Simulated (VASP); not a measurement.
An input for Ansatz (written as the equivalent of a VASP run, and not itself run):

Ansatz 0.2 input:
```yaml
crystal:
  lattice:
    - [3.8969450, 0.0000000, 0.0000000]
    - [0.0000000, 3.8969450, 0.0000000]
    - [0.0000000, 0.0000000, 3.8969450]
  atoms:
    - { symbol: Zn, position: [0.0000000, 0.0000000, 0.0000000] }
    - { symbol: C, position: [0.5000000, 0.5000000, 0.5000000] }
    - { symbol: Fe, position: [0.0000000, 0.5000000, 0.5000000], spin: 4 }
    - { symbol: Fe, position: [0.5000000, 0.5000000, 0.0000000], spin: 4 }
    - { symbol: Fe, position: [0.5000000, 0.0000000, 0.5000000], spin: 4 }
kpoints:
  mp_grid: { grid: [5, 5, 5] }
hamiltonian:
  xc: pbesol
  pseudopotentials: { kind: paw }
magnetization: { spin_polarized: true }
scf:
  occupations: { method: fermi_dirac, width: 0.1 }
  max_iter: 100
output: { forces: true, stress: true, eigenvalues: true }
```

Write the VASP files for the same calculation (PBEsol).

This is not unique; one that fits is 
KPOINTS:
```
kpoints
0
G
 5 5 5
```

### INCAR
```
! general
SYSTEM  = ZnFe3C
PREC    = Accurate
ENCUT   = 400
LREAL   = .FALSE.
LASPH   = .TRUE.

! electronic loop
EDIFF   = 1E-6
NELM    = 100
ALGO    = Normal
LMAXMIX = 4

! smearing
ISMEAR  = -1
SIGMA   = 0.1

! functional
GGA     = PS

! spin
ISPIN   = 2
MAGMOM  = 0.0 0.0 4.0 4.0 4.0

! ions
ISIF    = 2

! output
LWAVE   = .FALSE.
LCHARG  = .FALSE.
LORBIT  = 11
```

POSCAR:
```
ZnFe3C
1
    3.8969450000     0.0000000000     0.0000000000
    0.0000000000     3.8969450000     0.0000000000
    0.0000000000     0.0000000000     3.8969450000
Zn C Fe
1 1 3
Direct
  0.0000000000   0.0000000000   0.0000000000
  0.5000000000   0.5000000000   0.5000000000
  0.0000000000   0.5000000000   0.5000000000
  0.5000000000   0.5000000000   0.0000000000
  0.5000000000   0.0000000000   0.5000000000
```

POTCAR, in this order: Zn C Fe (PBE.64 set). Program: vasp_std.

The two are equivalent in intent, not identical: each code has its own PAW files, so the cut-off isn't converted (ENCUT is set for VASP's; basis.ecutwfc is left out, and Ansatz then takes the one that its files recommend); Ansatz stops its SCF on the density residual and VASP on the energy change (EDIFF).

The structure was generated: ZnFe3C was put into an ordered model structure, which need not be its known phase. The cell was not relaxed at this level. The k-mesh is coarse (spacing up to 0.32 per Å, 2π included), so the numbers may not be converged in it.
